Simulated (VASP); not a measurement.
## MnIr: accuracy against cost in the k-mesh and precision settings

How sensitive are energy, pressure and forces of MnIr to the k-mesh and precision settings? The atoms are off their equilibrium sites, so that forces can be compared too. The series runs use r2SCAN. The k-mesh tried: 2 2 2; 3 3 3; 4 4 3; 6 6 4; 7 7 5; 10 10 7; 12 12 9; 15 15 11. The precision settings tried: PREC = Low; PREC = Medium; PREC = Normal; PREC = Single; PREC = Accurate; LREAL = Auto; ADDGRID = .TRUE.; LASPH = .TRUE.. The atoms of the start are displaced at random from the sites of a P4/mmm cell.

Method: r2SCAN, spin-polarised from a ferromagnetic start; plane waves and PAW (Mn_pv, Ir), in VASP 6.6.1.

**1. Starting point**

The structure is triclinic, space group P1 (No. 1). Conventional cell: a = 2.726 Å, b = 2.726 Å, c = 3.643 Å, α = 90.00°, β = 90.00°, γ = 90.00°. Nearest to Mn lie 8 Ir at 2.62 to 2.69 Å and 4 Mn at 2.73 Å. Ir has 8 Mn at 2.62 to 2.69 Å and 4 Ir at 2.73 Å nearest. Farther neighbours are not listed.

**2. K-mesh: 2 2 2**

The sum over the zone converges with the mesh, fast for insulators and slowly for metals. r2SCAN adds the kinetic-energy density, costs more than a GGA and is run with LASPH.

The input, INCAR:

```
SYSTEM = MnIr
PREC = Accurate
ENCUT = 400
EDIFF = 1E-06
NELM = 100
ISMEAR = -1
SIGMA = 0.05
LREAL = .FALSE.
ALGO = Normal
METAGGA = R2SCAN
LASPH = .TRUE.
NBANDS = 18
ISPIN = 2
MAGMOM = 4 0.6
LMAXMIX = 4
LORBIT = 11
LWAVE = .FALSE.
LCHARG = .FALSE.
NCORE = 2
ISIF = 2
```

The input, POSCAR:

```
MnIr
1.0
    2.7258966415      0.0000000000      0.0000000000
    0.0000000000      2.7258966415      0.0000000000
    0.0000000000      0.0000000000      3.6430000000
Mn Ir
1 1
Direct
    0.4858390000      0.5135410000      0.4986240000
    0.0003490000      0.0104010000      0.0023870000
```

The input, KPOINTS:

```
Automatic mesh
0
Gamma
2 2 2
0 0 0
```

The projector-augmented-wave data sets are Mn_pv and Ir (PBE family, release 64).

The run is started by

```
$ mpirun -np 2 vasp_std
```

The program printed:

```text
[banner, memory and clock lines left out]
running    2 mpi-ranks, on    1 nodes
 distrk:  each k-point on    2 cores,    1 groups
 distr:  one band on    2 cores,    1 groups

 POSCAR found type information on POSCAR MnIr
 POSCAR found :  2 types and       2 ions
|                                                                             |
|               ----> ADVICE to this user running VASP <----                  |
|                                                                             |
|     You enforced a specific xc type in the INCAR file but a different       |
|     [... a line on the potential file left out ...]
|     I HOPE YOU KNOW WHAT YOU ARE DOING!                                     |
|                                                                             |

 LDA part: xc-table for (None), standard interpolation
 POSCAR, INCAR and KPOINTS ok, starting setup
 FFT: planning ... GRIDC
 FFT: planning ... GRID_SOFT
 FFT: planning ... GRID
 WAVECAR not read
 entering main loop
       N       E                     dE             d eps       ncg     rms          rms(c)
DAV:   1     0.119804531634E+03    0.11980E+03   -0.10746E+04   608   0.122E+03
DAV:   2    -0.655099513060E+02   -0.18531E+03   -0.17714E+03   576   0.358E+02
DAV:   3    -0.711339035815E+02   -0.56240E+01   -0.55308E+01   652   0.746E+01
DAV:   4    -0.711989735533E+02   -0.65070E-01   -0.65050E-01   712   0.749E+00
DAV:   5    -0.712003498682E+02   -0.13763E-02   -0.13763E-02   684   0.112E+00    0.231E+01
DAV:   6    -0.675159186576E+02    0.36844E+01   -0.25226E+01   598   0.529E+01    0.209E+01
DAV:   7    -0.661991035802E+02    0.13168E+01   -0.31114E+01   632   0.431E+01    0.126E+01
DAV:   8    -0.656852029753E+02    0.51390E+00   -0.14456E+00   600   0.127E+01    0.608E+00
DAV:   9    -0.657373862479E+02   -0.52183E-01   -0.17517E-01   642   0.392E+00    0.264E+00
DAV:  10    -0.657622505648E+02   -0.24864E-01   -0.77834E-02   656   0.286E+00    0.203E+00
DAV:  11    -0.657798760260E+02   -0.17625E-01   -0.24457E-02   618   0.147E+00    0.113E+00
DAV:  12    -0.657835043942E+02   -0.36284E-02   -0.95989E-03   654   0.934E-01    0.755E-01
DAV:  13    -0.657881456522E+02   -0.46413E-02   -0.36554E-03   670   0.564E-01    0.632E-01
DAV:  14    -0.657873355316E+02    0.81012E-03   -0.32627E-03   676   0.607E-01    0.319E-01
DAV:  15    -0.657876946831E+02   -0.35915E-03   -0.11819E-03   682   0.295E-01    0.159E-01
DAV:  16    -0.657880245696E+02   -0.32989E-03   -0.28344E-04   670   0.162E-01    0.861E-02
DAV:  17    -0.657880426168E+02   -0.18047E-04   -0.57126E-05   688   0.614E-02    0.418E-02
DAV:  18    -0.657880395741E+02    0.30427E-05   -0.11395E-05   656   0.289E-02    0.154E-02
DAV:  19    -0.657880425162E+02   -0.29421E-05   -0.60300E-06   652   0.222E-02    0.644E-03
DAV:  20    -0.657880380005E+02    0.45157E-05   -0.10236E-06   386   0.833E-03    0.492E-03
DAV:  21    -0.657880362539E+02    0.17466E-05   -0.21810E-07   350   0.529E-03    0.201E-03
DAV:  22    -0.657880368012E+02   -0.54731E-06   -0.14778E-07   344   0.319E-03
   1 F= -.65788037E+02 E0= -.65783025E+02  d E =-.100240E-01  mag=     2.2551
```

The job ended after 12 s (2 MPI ranks of AMD EPYC 9R45, shared host; peak memory 0.19 GiB; 24 s of CPU time).

The logs omit lines about the potential files and the build; timing stands in the text.

OUTCAR, selected parts (step 2):

```text
ion  position               nearest neighbor table
   1  0.486  0.514  0.499-   2 2.62   2 2.63   2 2.64   2 2.65   2 2.66   2 2.67   2 2.68   2 2.69

  LATTYP: Found a simple tetragonal cell.
 ALAT       =     2.7258966415
 C/A-ratio  =     1.3364409877

 Subroutine GETGRP returns: Found  1 space group operations
 (whereof  1 operations were pure point group operations)

The static configuration has the point symmetry C_1 .

 Found      8 irreducible k-points:

   k-points           NKPTS =      8   k-points in BZ     NKDIM =      8   number of bands    NBANDS=     18

   dimension x,y,z NGX =    18 NGY =   18 NGZ =   24
   dimension x,y,z NGXF=    36 NGYF=   36 NGZF=   48

   ENCUT  =  400.0 eV  29.40 Ry    5.42 a.u.   4.45  4.45  5.94*2*pi/ulx,y,z

   NELECT =      22.0000    total number of electrons

 k-points in reciprocal lattice and weights: Automatic mesh
   0.00000000  0.00000000  0.00000000       0.125
   0.50000000  0.00000000  0.00000000       0.125
   0.00000000  0.50000000  0.00000000       0.125
   0.50000000  0.50000000  0.00000000       0.125
   0.00000000  0.00000000  0.50000000       0.125
   0.50000000  0.00000000  0.50000000       0.125
   0.00000000  0.50000000  0.50000000       0.125
   0.50000000  0.50000000  0.50000000       0.125

 average (electrostatic) potential at core
       1 -70.8580       2 -54.6087

 E-fermi :   9.2536

 spin component 1
 k-point     1 :       0.0000    0.0000    0.0000
  band No.  band energies     occupation
    ...
      7       6.1932      1.00000
      8       6.2021      1.00000
      9       6.4322      1.00000
     10       7.5317      1.00000
     11       7.9735      1.00000
     12       9.5825      0.00139
     13      10.0402      0.00000
     14      10.0539      0.00000
     15      12.2976      0.00000
     16      21.3063      0.00000
    ...

 k-point     2 :       0.5000    0.0000    0.0000
  band No.  band energies     occupation
    ...
      9       6.1470      1.00000
     10       6.9066      1.00000
     11       7.0775      1.00000
     12       7.7050      1.00000
     13       8.5386      1.00000
     14       9.8519      0.00001
     15      12.3739      0.00000
     16      20.9447      0.00000
     17      21.3596      0.00000
     18      23.7224      0.00000

 k-point     3 :       0.0000    0.5000    0.0000
  band No.  band energies     occupation
    ...
      9       6.1415      1.00000
     10       6.9249      1.00000
     11       7.0839      1.00000
     12       7.7318      1.00000
     13       8.5244      1.00000
     14       9.8586      0.00001
     15      12.3692      0.00000
     16      20.9576      0.00000
     17      21.3700      0.00000
     18      23.7100      0.00000

 k-point     4 :       0.5000    0.5000    0.0000
  band No.  band energies     occupation
    ...
      5       3.3463      1.00000
      6       3.5051      1.00000
      7       3.5089      1.00000
      8       8.3812      1.00000
      9       8.4441      1.00000
     10       9.8092      0.00001
     11       9.9777      0.00000
     12       9.9823      0.00000
     13      10.7631      0.00000
     14      10.9943      0.00000
    ...

 k-point     5 :       0.0000    0.0000    0.5000
  band No.  band energies     occupation
    ...
     11       7.5635      1.00000
     12       7.7708      1.00000
     13       7.8452      1.00000
     14       7.9525      1.00000
     15       9.1477      0.89260
     16      25.8815      0.00000
     17      26.1580      0.00000
     18      26.6128      0.00000

 k-point     6 :       0.5000    0.0000    0.5000
  band No.  band energies     occupation
    ...
      8       6.2952      1.00000
      9       6.3066      1.00000
     10       8.4151      1.00000
     11       8.6828      0.99999
     12       8.9789      0.99590
     13       9.3908      0.06039
     14       9.8473      0.00001
     15       9.9628      0.00000
     16      15.3297      0.00000
     17      17.9579      0.00000
    ...

  Total       -0.7055634     -0.7005446      1.8856990     -0.0015016     -0.0009073      0.0053722
  in kB      -41.7607905    -41.4637337    111.6104876     -0.0888753     -0.0537001      0.3179715
  external PRESSURE =       9.4619878 kB  Pullay stress =       0.0000000 kB

  energy-cutoff  :      400.00
  volume of cell :       27.07
      direct lattice vectors                 reciprocal lattice vectors
     2.725896641  0.000000000  0.000000000     0.366851767  0.000000000  0.000000000
     0.000000000  2.725896641  0.000000000     0.000000000  0.366851767  0.000000000
     0.000000000  0.000000000  3.643000000     0.000000000  0.000000000  0.274499039

 POSITION                                       TOTAL-FORCE (eV/Angst)
 -----------------------------------------------------------------------------------
      1.32435      1.39986      1.81649         0.486771     -0.103801      0.180781
      0.00095      0.02835      0.00870        -0.486771      0.103801     -0.180781
 -----------------------------------------------------------------------------------
    total drift:                               -0.001366      0.003094     -0.005707

  FREE ENERGIE OF THE ION-ELECTRON SYSTEM (eV)
  ---------------------------------------------------
  free  energy   TOTEN  =       -65.7880368012 eV

  energy  without entropy=      -65.7780128168  energy(sigma->0) =      -65.78302481

 total charge
# of ion       s       p       d       tot
------------------------------------------
    1        0.357   6.372   4.957  11.686
    2        0.668   0.797   6.890   8.355
--------------------------------------------------
tot          1.025   7.169  11.847  20.041

 magnetization (x)
# of ion       s       p       d       tot
------------------------------------------
    1        0.001   0.031   2.696   2.728
    2       -0.025  -0.066  -0.422  -0.514
--------------------------------------------------
tot         -0.024  -0.035   2.274   2.214

[... 6 further parts left out ...]
```

The cell holds one magnetic atom, so no antiferromagnetic order fits into it. SCAN-type functionals tend to overstate the moments of itinerant magnets. The PAW data sets were made with PBE, which is usual practice but a small mismatch for other functionals.

Numbers from this step:

```yaml
scf_cycles: 22
electrons: 22
bands: 18
irreducible_k_points: 8
symmetry_operations: 1
free_energy_toten: -65.7880 eV
energy_at_zero_smearing: -65.7830 eV
fermi_energy: 9.254 eV
pressure: 0.9462 GPa
moment_of_the_cell_from_the_last_line_of_the_log: 2.255 μB
metallic: yes
```

Spin moment in the PAW sphere by atom:

```csv
atom,spin moment in the PAW sphere (μB)
Mn1,2.73
Ir2,-0.51
```

The series starts at -32.8915 eV an atom and 0.95 GPa, after 22 cycles in 12 s.

**3. K-mesh: 3 3 3**

INCAR: that of step 2 with these lines changed.

```diff
@@ -18,3 +18,3 @@
 LCHARG = .FALSE.
-NCORE = 2
+KPAR = 2
 ISIF = 2
```

POSCAR is that of step 2.

The input, KPOINTS:

```
Automatic mesh
0
Gamma
3 3 3
0 0 0
```

The run is started by

```
$ mpirun -np 2 vasp_std
```

The program printed:

```text
[banner, memory and clock lines left out]
running    2 mpi-ranks, on    1 nodes
[...]
[... a notice as in an earlier step ...]

 LDA part: xc-table for (None), standard interpolation
 POSCAR, INCAR and KPOINTS ok, starting setup
[...]
entering main loop
       N       E                     dE             d eps       ncg     rms          rms(c)
DAV:   1     0.119004562116E+03    0.11900E+03   -0.10872E+04  1048   0.121E+03
DAV:   2    -0.673275314308E+02   -0.18633E+03   -0.17792E+03  1010   0.356E+02
DAV:   3    -0.729680187951E+02   -0.56405E+01   -0.55846E+01  1122   0.746E+01
DAV:   4    -0.730341747346E+02   -0.66156E-01   -0.66129E-01  1128   0.760E+00
[...]
DAV:  17    -0.675047643077E+02    0.37704E-05   -0.24910E-06   874   0.175E-02    0.343E-03
DAV:  18    -0.675047617274E+02    0.25802E-05   -0.26872E-07   524   0.491E-03    0.136E-03
DAV:  19    -0.675047622156E+02   -0.48812E-06   -0.10229E-07   516   0.262E-03
   1 F= -.67504762E+02 E0= -.67500001E+02  d E =-.952316E-02  mag=     3.3879
```

The job ended after 17 s (2 MPI ranks; peak memory 0.23 GiB).

OUTCAR, selected parts (step 3):

```text
  Total        3.3753552      3.4146199     -1.0150410     -0.0041245     -0.0020733      0.0102056
  in kB      199.7800500    202.1040491    -60.0781052     -0.2441179     -0.1227136      0.6040489
  external PRESSURE =     113.9353313 kB  Pullay stress =       0.0000000 kB

 POSITION                                       TOTAL-FORCE (eV/Angst)
 -----------------------------------------------------------------------------------
      1.32435      1.39986      1.81649         0.214771     -0.046301      0.108211
      0.00095      0.02835      0.00870        -0.214771      0.046301     -0.108211
 -----------------------------------------------------------------------------------
    total drift:                               -0.001274      0.002883     -0.000293

  FREE ENERGIE OF THE ION-ELECTRON SYSTEM (eV)
  ---------------------------------------------------
  free  energy   TOTEN  =       -67.5047622156 eV

  energy  without entropy=      -67.4952390536  energy(sigma->0) =      -67.50000063

 magnetization (x)
# of ion       s       p       d       tot
------------------------------------------
    1        0.023   0.028   3.440   3.492
    2       -0.056  -0.056  -0.098  -0.210
--------------------------------------------------
tot         -0.032  -0.028   3.342   3.282

[... 1 part as in an earlier step ...]

[... 2 further parts left out ...]
[key lines of the parts left out:]
E-fermi :   9.0182
```

Against the run before the energy moves by -858.49 meV an atom and the pressure by +10.45 GPa, after 19 cycles in 17 s.

**4. K-mesh: 4 4 3**

INCAR is that of step 3.

POSCAR is that of step 3.

The input, KPOINTS:

```
Automatic mesh
0
Gamma
4 4 3
0 0 0
```

The run is started by

```
$ mpirun -np 2 vasp_std
```

The program printed:

```text
[... set-up lines as in an earlier step ...]
 entering main loop
       N       E                     dE             d eps       ncg     rms          rms(c)
DAV:   1     0.121760556988E+03    0.12176E+03   -0.10787E+04  1928   0.121E+03
DAV:   2    -0.670210822908E+02   -0.18878E+03   -0.18034E+03  1878   0.361E+02
DAV:   3    -0.731202574623E+02   -0.60992E+01   -0.60343E+01  2050   0.771E+01
DAV:   4    -0.731939147497E+02   -0.73657E-01   -0.73629E-01  2184   0.796E+00
[...]
DAV:  16    -0.678310649237E+02    0.63241E-05   -0.27386E-06  1904   0.202E-02    0.283E-03
DAV:  17    -0.678310637072E+02    0.12165E-05   -0.28674E-07  1068   0.478E-03    0.181E-03
DAV:  18    -0.678310636613E+02    0.45897E-07   -0.11478E-07  1026   0.260E-03
   1 F= -.67831064E+02 E0= -.67822522E+02  d E =-.170837E-01  mag=     3.2346
```

Elapsed: 25 s, on 2 MPI ranks; peak memory 0.24 GiB; 48 s of CPU time.

From OUTCAR (step 4):

```text
  Total        0.9027401      0.9079759     -0.2351785     -0.0039583     -0.0008652      0.0043145
  in kB       53.4312559     53.7411496    -13.9197144     -0.2342832     -0.0512105      0.2553680
  external PRESSURE =      31.0842304 kB  Pullay stress =       0.0000000 kB

 POSITION                                       TOTAL-FORCE (eV/Angst)
 -----------------------------------------------------------------------------------
      1.32435      1.39986      1.81649         0.233981     -0.049324      0.139689
      0.00095      0.02835      0.00870        -0.233981      0.049324     -0.139689
 -----------------------------------------------------------------------------------
    total drift:                               -0.001194      0.003632      0.004584

  FREE ENERGIE OF THE ION-ELECTRON SYSTEM (eV)
  ---------------------------------------------------
  free  energy   TOTEN  =       -67.8310636613 eV

  energy  without entropy=      -67.8139799732  energy(sigma->0) =      -67.82252182

 magnetization (x)
# of ion       s       p       d       tot
------------------------------------------
    1        0.006   0.018   3.308   3.332
    2       -0.042  -0.080  -0.051  -0.173
--------------------------------------------------
tot         -0.036  -0.062   3.257   3.158

[... 1 part as in an earlier step ...]

[... 2 further parts left out ...]
[key lines of the parts left out:]
E-fermi :   9.4172
```

Against the run before the energy moves by -161.26 meV an atom and the pressure by -8.29 GPa, after 18 cycles in 25 s.

**5. K-mesh: 6 6 4**

INCAR is that of step 4.

POSCAR is that of step 4.

The input, KPOINTS:

```
Automatic mesh
0
Gamma
6 6 4
0 0 0
```

The run is started by

```
$ mpirun -np 2 vasp_std
```

The program printed:

```text
[... set-up lines as in an earlier step ...]
 entering main loop
       N       E                     dE             d eps       ncg     rms          rms(c)
DAV:   1     0.121415776508E+03    0.12142E+03   -0.10818E+04  5656   0.122E+03
DAV:   2    -0.672306748343E+02   -0.18865E+03   -0.18063E+03  5492   0.361E+02
DAV:   3    -0.731578652233E+02   -0.59272E+01   -0.58623E+01  6012   0.766E+01
DAV:   4    -0.732276466783E+02   -0.69781E-01   -0.69756E-01  6172   0.780E+00
[...]
DAV:  15    -0.677501479194E+02    0.19950E-04   -0.33561E-06  5828   0.169E-02    0.106E-02
DAV:  16    -0.677501455593E+02    0.23601E-05   -0.25260E-06  5028   0.178E-02    0.361E-03
DAV:  17    -0.677501455482E+02    0.11154E-07   -0.33427E-07  2952   0.546E-03
   1 F= -.67750146E+02 E0= -.67742897E+02  d E =-.144972E-01  mag=     3.3316
```

Run time: 59 s. Hardware: 2 MPI ranks; peak memory 0.29 GiB; 1.9 min of CPU time.

From OUTCAR (step 5):

```text
  Total        1.6613962      1.6785493     -0.6160502     -0.0068349     -0.0024778      0.0121390
  in kB       98.3344842     99.3497428    -36.4626918     -0.4045410     -0.1466575      0.7184825
  external PRESSURE =      53.7405117 kB  Pullay stress =       0.0000000 kB

 POSITION                                       TOTAL-FORCE (eV/Angst)
 -----------------------------------------------------------------------------------
      1.32435      1.39986      1.81649         0.236710     -0.050355      0.132147
      0.00095      0.02835      0.00870        -0.236710      0.050355     -0.132147
 -----------------------------------------------------------------------------------
    total drift:                               -0.001221      0.002711      0.001158

  FREE ENERGIE OF THE ION-ELECTRON SYSTEM (eV)
  ---------------------------------------------------
  free  energy   TOTEN  =       -67.7501455482 eV

  energy  without entropy=      -67.7356483732  energy(sigma->0) =      -67.74289696

 magnetization (x)
# of ion       s       p       d       tot
------------------------------------------
    1        0.013   0.025   3.369   3.408
    2       -0.045  -0.067  -0.050  -0.161
--------------------------------------------------
tot         -0.032  -0.041   3.320   3.246

[... 1 part as in an earlier step ...]

[... 2 further parts left out ...]
[key lines of the parts left out:]
E-fermi :   9.2444
```

Against the run before the energy moves by +39.81 meV an atom and the pressure by +2.27 GPa, after 17 cycles in 59 s.

(Part 1 of 3 ends here.)

[Lines on the potential files, build, host, timing and source positions are cut from VASP's logs without a mark.]

[Logs are printed without paths, hosts, clocks, repeated set-up lines and the standing remarks that a program may print on its own settings, such as how far it seeks lower states.]

[Hosts, paths, dates, database ids (printed as entryN), source tags and the programs' standing remarks are cut or masked in the printed files.]

[A measured line is paired with the nearest computed mode of its activity, which favours agreement.]
